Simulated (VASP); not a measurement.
Input:

```
InAs
1.0
    0.00000     3.01576     3.01576
    3.01576     0.00000     3.01576
    3.01576     3.01576     0.00000
In As
1 1
Cartesian
  4.52364   4.52364   4.52364
  0.00000   0.00000   0.00000
```

Level of theory: LDA (Ceperley-Alder, Perdew-Zunger), VASP's LDA PAW potentials (set 64) (plane waves; VASP 6.6.1). Settings: 400 eV cut-off, 12×12×12 Γ-centred mesh, tetrahedra with Blöchl corrections, potentials In_d As.

Unless said otherwise, spin-orbit coupling is left out, though it shifts the bands of the heavy elements here.

### Question
Predict the energy per atom (σ→0), band gap (on the k-mesh) with the smallest direct gap where there is one.

### Answer

| Property | Value |
|---|---|
| band gap (on the k-mesh) | none (metal, semimetal or under 0.01 eV) |
| energy per atom (σ→0) | -4.515 eV/atom |

The structure comes from a computed database's InAs entry (F-43m); how it stands against other phases isn't given here. It was relaxed first.
